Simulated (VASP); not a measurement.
Data:

```xyz
2
Lattice="0.0000 2.9412 2.9412 2.9412 0.0000 2.9412 2.9412 2.9412 0.0000" Properties=species:S:1:pos:R:3 pbc="T T T"
Pb     0.0000     0.0000     0.0000
S      2.9412     2.9412     2.9412
```

The numbers are results of HSE06 screened hybrid, VASP's PBE PAW potentials (set 64) (plane waves; VASP), not measurements. Run with 520 eV cut-off, 6×6×6 Γ-centred mesh, Gaussian smearing of 0.050 eV, potentials Pb_d S.

**Question.** Give the stress tensor in GPa (positive for a compressed cell).

**Answer.** 
```
2.61  0.00  0.00
0.00  2.61  0.00
0.00  0.00  2.61
```
The pressure is its mean diagonal, 2.61 GPa.

The compound is PbS in the rock salt structure. This cell is one point of a volume scan, at 0.94 of the reference volume. The cell's shape comes from a PBE relaxation.
